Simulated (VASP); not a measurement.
# EuH3Pt (Pm-3m) in VASP: single point with PBE

Aim: the single point of EuH3Pt with PBE.

Everything below comes from runs of VASP 6.6.1. Logs are shortened: lines on timing, memory, paths and dates and some standing lists are left out, and cuts for length are marked.

## Step 1: Starting point

The structure is cubic, space group Pm-3m (No. 221). Conventional cell: a = 3.877 Å, b = 3.877 Å, c = 3.877 Å, α = 90.00°, β = 90.00°, γ = 90.00°. Pt (site symmetry m-3m) is surrounded by 6 H at 1.94 Å. H (site symmetry 4/mmm) is surrounded by 2 Pt at 1.94 Å. Around H (site symmetry 4/mmm) lie 2 Pt at 1.94 Å. Eu (site symmetry m-3m) has 12 H at 2.74 Å as nearest neighbours.

The cell was built by a generator and needn't be a form met in nature.

## Step 2: Single point, PBE, collinear spin, twin_end start

Contents of INCAR:

```
SYSTEM = EuH3Pt
  PREC = Accurate
  ENCUT = 520
  EDIFF = 1E-7
  ISMEAR = 0
  SIGMA = 0.0124
  LREAL = .False.
  LASPH = .True.
  NELM = 150
  ALGO = Normal
  ISIF = 2
  LWAVE = .False.
  LCHARG = .True.
  ISPIN = 2
  MAGMOM = 0.04 0.04 0 0 0 0 0 0 7.42 7.42
  LORBIT = 11
  LMAXMIX = 6
  GGA = PE
  LELF = .True.
  LVHAR = .True.
  NBANDS = 45
```

Contents of KPOINTS:

```
regular mesh
0
Gamma
  6 3 6
  0 0 0
```

Contents of POSCAR:

```
EuH3Pt
1.0
    3.8773991000      0.0000000000      0.0000000000
    0.0000000000      7.7547982000      0.0000000000
    0.0000000000      0.0000000000      3.8773991000
Pt H Eu
2 6 2
Direct
    0.0000000000      0.0000000000      0.0000000000
    0.0000000000      0.5000000000      0.0000000000
    0.5000000000      0.0000000000      0.0000000000
    0.5000000000      0.5000000000      0.0000000000
    0.0000000000      0.2500000000      0.0000000000
    0.0000000000      0.7500000000      0.0000000000
    0.0000000000      0.0000000000      0.5000000000
    0.0000000000      0.5000000000      0.5000000000
    0.5000000000      0.2500000000      0.5000000000
    0.5000000000      0.7500000000      0.5000000000
```

Potentials or basis: VASP PAW PBE potentials, release 64 (Pt, H, Eu).

Launch:

```console
> cat potpaw_PBE.64/Pt/POTCAR potpaw_PBE.64/H/POTCAR potpaw_PBE.64/Eu/POTCAR > POTCAR
> mpirun -np 1 vasp_std > vasp.out
```

OUTCAR:

```text
SYSTEM = EuH3Pt
   PREC = Accurate
   ENCUT = 520
   EDIFF = 1E-7
   ISMEAR = 0
   LREAL = .False.
   LASPH = .True.
   NELM = 150
   ISIF = 2
   ISPIN = 2
   LORBIT = 11
   GGA = PE

 ion  position               nearest neighbor table
   1  0.000  0.000  0.000-   3 1.94   5 1.94   6 1.94   7 1.94   7 1.94   3 1.94   9 3.36   9 3.36
                            10 3.36  10 3.36   9 3.36  10 3.36   9 3.36  10 3.36
   2  0.000  0.500  0.000-   4 1.94   5 1.94   6 1.94   8 1.94   8 1.94   4 1.94   9 3.36   9 3.36
                            10 3.36  10 3.36   9 3.36  10 3.36   9 3.36  10 3.36
   3  0.500  0.000  0.000-   1 1.94   1 1.94
   4  0.500  0.500  0.000-   2 1.94   2 1.94
   5  0.000  0.250  0.000-   1 1.94   2 1.94
   6  0.000  0.750  0.000-   1 1.94   2 1.94
   7  0.000  0.000  0.500-   1 1.94   1 1.94
   8  0.000  0.500  0.500-   2 1.94   2 1.94
   9  0.500  0.250  0.500-   1 3.36   2 3.36   1 3.36   2 3.36   1 3.36   2 3.36   1 3.36   2 3.36

  10  0.500  0.750  0.500-   1 3.36   2 3.36   1 3.36   2 3.36   1 3.36   2 3.36   1 3.36   2 3.36

  LATTYP: Found a simple tetragonal cell.
 ALAT       =     3.8773991000
 C/A-ratio  =     2.0000000000

  Lattice vectors:

 A1 = (  -3.8773991000,   0.0000000000,   0.0000000000)
 A2 = (   0.0000000000,   0.0000000000,   3.8773991000)
 A3 = (   0.0000000000,   7.7547982000,   0.0000000000)

Analysis of symmetry for initial positions (statically):
=====================================================================
 Subroutine PRICEL returns following result:

  LATTYP: Found a simple cubic cell.
 ALAT       =     3.8773991000
[... 12 lines left out ...]
 Subroutine GETGRP returns: Found 16 space group operations
 (whereof 16 operations were pure point group operations)
 out of a pool of 16 trial point group operations.

The static configuration has the point symmetry D_4h.

Analysis of symmetry for dynamics (positions and initial velocities):
=====================================================================
 Subroutine PRICEL returns following result:

  LATTYP: Found a simple cubic cell.
 ALAT       =     3.8773991000
[... 12 lines left out ...]
 Subroutine GETGRP returns: Found 16 space group operations
 (whereof 16 operations were pure point group operations)
 out of a pool of 16 trial point group operations.

The dynamic configuration has the point symmetry D_4h.

Analysis of structural, dynamic, and magnetic symmetry:
=====================================================================
 Subroutine PRICEL returns following result:

  LATTYP: Found a simple cubic cell.
 ALAT       =     3.8773991000
[... 12 lines left out ...]
 Subroutine GETGRP returns: Found 16 space group operations
 (whereof 16 operations were pure point group operations)
 out of a pool of 16 trial point group operations.

The overall configuration has the point symmetry D_4h.

 Subroutine INISYM returns: Found 16 space group operations
 (whereof 16 operations are pure point group operations),
 and found     2 'primitive' translations

----------------------------------------------------------------------------------------

                                     Primitive cell

  volume of cell :      58.2937

  direct lattice vectors                    reciprocal lattice vectors
     3.877399100  0.000000000  0.000000000     0.257904841  0.000000000  0.000000000
     0.000000000  3.877399100  0.000000000     0.000000000  0.257904841  0.000000000
     0.000000000  0.000000000  3.877399100     0.000000000  0.000000000  0.257904841

  length of vectors
     3.877399100  3.877399100  3.877399100     0.257904841  0.257904841  0.257904841

  position of ions in fractional coordinates (direct lattice)
     0.000000000  0.000000000  0.000000000
     0.500000000  0.000000000  0.000000000
     0.000000000  0.500000000  0.000000000
     0.000000000  0.000000000  0.500000000
     0.500000000  0.500000000  0.500000000

  ion indices of the primitive-cell ions
[... 64 lines left out ...]
   PREC   = accura    normal or accurate (medium, high low for compatibility)
   ISTART =      0    job   : 0-new  1-cont  2-samecut
   ICHARG =      2    charge: 1-file 2-atom 10-const
   ISPIN  =      2    spin polarized calculation?
   LNONCOLLINEAR =      F non collinear calculations
   LSORBIT =      F    spin-orbit coupling
   LASPH  =      T    aspherical Exc in radial PAW
   ENCUT  =  520.0 eV  38.22 Ry    6.18 a.u.   7.21 14.42  7.21*2*pi/ulx,y,z
   NELM   =    150;   NELMIN=  2; NELMDL= -5     # of ELM steps
   EDIFF  = 0.1E-06   stopping-criterion for ELM
   LREAL  =      F    real-space projection
   EDIFFG = 0.1E-05   stopping-criterion for IOM
   NSW    =      0    number of steps for IOM
   IBRION =     -1    ionic relax: 0-MD 1-quasi-New 2-CG
   NFREE  =      0    steps in history (QN), initial steepest desc. (CG)
   ISIF   =      2    stress and relaxation
   ISYM   =      2    0-nonsym 1-usesym 2-fastsym
   POTIM  = 0.5000    time-step for ionic-motion
   TEBEG  =    0.0;   TEEND  =   0.0 temperature during run
   PSTRESS=    0.0 pullay stress
   NELECT =      60.0000    total number of electrons
   NUPDOWN=      -1.0000    fix difference up-down
   EMIN   =  10.00;   EMAX   =-10.00  energy-range for DOS
   EFERMI =   0.00;   METHOD = LEGACY
   ISMEAR =     0;   SIGMA  =   0.01  broadening in eV -4-tet -1-fermi 0-gaus
   EFERMI_NEDOS =   21; number of points for ismear=-14 and -15
   IALGO  =     38    algorithm
   IMIX   =      4    mixing-type and parameters
     AMIX     =   0.40;   BMIX     =  1.00
     AMIX_MAG =   1.60;   BMIX_MAG =  1.00
  volume/ion in A,a.u.               =      11.66        78.68
  Fermi-wavevector in a.u.,A,eV,Ry     =   1.311922  2.479173 23.417529  1.721140
  Thomas-Fermi vector in A             =   2.442350
   LORBIT       =     11    0 simple, 1 ext, 2 COOP (PROOUT), +10 PAW based schemes
   GGA     = PE    functional components
   LHFCALC =     F    Hartree Fock is set to
   AEXX    =    0.0000 exact exchange contribution
   IVDW    =     0    specifies the selected vdW correction
   LEPSILON=     F    determine dielectric tensor
   LRPA    =     F    only Hartree local field effects (RPA)
 spin polarized calculation
 Gauss-broadening in eV      SIGMA  =   0.01
  energy-cutoff  :      520.00
  volume of cell :      116.59
 maximum number of plane-waves:      3164
 NGX is ok and might be reduce to    30
   NGX = 15   NGY = 29   NGZ = 15

 number of electron      60.0000005 magnetization      14.3712771

 Free energy of the ion-electron system (eV)
  ---------------------------------------------------
  ext. energy  EPLUGINS =         0.00000000
  ---------------------------------------------------
  free energy    TOTEN  =       -60.88912289 eV

  energy without entropy =      -60.88858798  energy(sigma->0) =      -60.88885543

 E-fermi :   5.5827     XC(G=0): -10.8176

 val. band max:        5.5039099093   @ k =   0.1667   0.3333   0.1667
 cond. band min:       5.5827873698   @ k =   0.1667   0.3333   0.1667
 fundamental gap:      0.0788774604
 Fermi energy:         5.5826877843

 spin component 1

 k-point     1 :       0.0000    0.0000    0.0000
  band No.  band energies     occupation
      1     -36.1698      1.00000
      2     -36.1565      1.00000
      3     -15.2149      1.00000
      4     -14.8858      1.00000
      5     -14.8858      1.00000
      6     -14.8858      1.00000
[... 889 lines left out ...]
     41       8.4296      0.00000
     42       8.7438      0.00000
 Fermi energy:         5.5826877843

 spin component 2

 k-point     1 :       0.0000    0.0000    0.0000
  band No.  band energies     occupation
      1     -33.0622      1.00000
      2     -33.0446      1.00000
      3     -13.0422      1.00000
      4     -12.6005      1.00000
      5     -12.6005      1.00000
      6     -12.6005      1.00000
[... 889 lines left out ...]
     41      10.3426      0.00000
     42      10.3426      0.00000
 [bands above 42 left out]

------------------------ aborting loop because EDIFF is reached ----------------------------------------

  FORCE on cell =-STRESS in cart. coord.  units (eV):
  Direction    XX          YY          ZZ          XY          YZ          ZX
  --------------------------------------------------------------------------------------
  -------------------------------------------------------------------------------------
  Total       -3.8613616     -3.8613833     -3.8613616      0.0000000      0.0000000      0.0000000
  in kB      -53.0639468    -53.0642446    -53.0639468      0.0000000      0.0000000      0.0000000
  external PRESSURE =     -53.0640461 kB  Pullay stress =       0.0000000 kB

 VOLUME and BASIS-vectors are now :
 -----------------------------------------------------------------------------
  energy-cutoff  :      520.00
  volume of cell :      116.59
      direct lattice vectors                 reciprocal lattice vectors
     3.877399100  0.000000000  0.000000000     0.257904841  0.000000000  0.000000000
     0.000000000  7.754798200  0.000000000     0.000000000  0.128952421  0.000000000
     0.000000000  0.000000000  3.877399100     0.000000000  0.000000000  0.257904841

 POSITION                                       TOTAL-FORCE (eV/Angst)
 -----------------------------------------------------------------------------------
      0.00000      0.00000      0.00000         0.000000      0.000000      0.000000
      0.00000      3.87740      0.00000         0.000000      0.000000      0.000000
      1.93870      0.00000      0.00000         0.000000      0.000000      0.000000
      1.93870      3.87740      0.00000         0.000000      0.000000      0.000000
      0.00000      1.93870      0.00000         0.000000      0.000000      0.000000
      0.00000      5.81610      0.00000         0.000000     -0.000000      0.000000
      0.00000      0.00000      1.93870         0.000000      0.000000      0.000000
      0.00000      3.87740      1.93870        -0.000000      0.000000      0.000000
      1.93870      1.93870      1.93870         0.000000      0.000000     -0.000000
      1.93870      5.81610      1.93870         0.000000      0.000000     -0.000000
 -----------------------------------------------------------------------------------
    total drift:                                0.000000      0.000000     -0.000000

  FREE ENERGIE OF THE ION-ELECTRON SYSTEM (eV)
  ---------------------------------------------------
  free  energy   TOTEN  =       -60.8891228901 eV

  energy  without entropy=      -60.8885879787  energy(sigma->0) =      -60.88885543

 total charge

# of ion       s       p       d       f       tot
--------------------------------------------------
    1        0.680   0.555   8.149   0.000   9.384
    2        0.680   0.555   8.149   0.000   9.384
    3        0.478   0.021   0.000   0.000   0.499
    4        0.478   0.021   0.000   0.000   0.499
    5        0.478   0.021   0.000   0.000   0.499
    6        0.478   0.021   0.000   0.000   0.499
    7        0.478   0.021   0.000   0.000   0.499
    8        0.478   0.021   0.000   0.000   0.499
    9        2.026   5.755   0.299   6.683  14.763
   10        2.026   5.755   0.299   6.683  14.763
--------------------------------------------------
tot          8.279  12.748  16.896  13.366  51.289

 magnetization (x)

# of ion       s       p       d       f       tot
--------------------------------------------------
    1       -0.002   0.038   0.045   0.000   0.081
    2       -0.002   0.038   0.045   0.000   0.081
    3       -0.005   0.001   0.000   0.000  -0.004
    4       -0.005   0.001   0.000   0.000  -0.004
    5       -0.005   0.001   0.000   0.000  -0.004
    6       -0.005   0.001   0.000   0.000  -0.004
    7       -0.005   0.001   0.000   0.000  -0.004
    8       -0.005   0.001   0.000   0.000  -0.004
    9       -0.013  -0.110   0.101   6.656   6.634
   10       -0.013  -0.110   0.101   6.656   6.634
--------------------------------------------------
tot         -0.063  -0.135   0.292  13.311  13.405
```

It took 5.8 min on 1 thread of Intel Xeon Platinum 8488C (Sapphire Rapids), shared host; peak memory 0.38 GiB.

Results:

```yaml
Free_energy: -60.8891 eV
Pressure: -5.3 GPa
Band_gap_on_the_k_mesh: none (metal or under the smearing width)
Net_moment: 14.37 μB per cell
Site_moments: Pt +0.08; H -0.00; Eu +6.63 μB
Valence_electrons_inside_the_program's_atomic_spheres: Pt 9.38; H 0.50; Eu 14.76
```

Levels at points of the mesh, in eV from the Fermi level:
Spin up:
| k point | band 34 | band 35 | band 36 | band 37 | band 38 | band 39 | band 40 | band 41 |
| --- | --- | --- | --- | --- | --- | --- | --- | --- |
| (0.00, 0.00, 0.00) | -0.37 | -0.34 | -0.09 | 0.74 | 0.74 | 0.84 | 0.84 | 3.72 |
| (0.50, 0.00, 0.00) | -0.39 | -0.37 | -0.37 | -0.34 | -0.09 | 0.84 | 0.84 | 1.14 |
| (0.50, 0.00, 0.50) | -0.45 | -0.43 | -0.42 | -0.42 | -0.39 | 0.06 | 1.14 | 3.41 |
Spin down:
```
           k point  band 20  band 21  band 22  band 23  band 24  band 25  band 26  band 27
(0.00, 0.00, 0.00)    -3.43    -3.19     0.81     1.46     1.46     1.52     1.52     3.18
(0.50, 0.00, 0.00)    -3.43    -3.42    -3.19    -3.01     0.81     1.52     1.52     1.89
(0.50, 0.00, 0.50)    -4.03    -3.42    -3.39    -3.39    -3.01    -1.85     1.89     3.88
```

Caveat: without U or exact exchange the open f shell lies at the Fermi level, which spoils levels, moments and volumes. The run has no spin-orbit coupling, so splittings on Eu, Pt are missing.
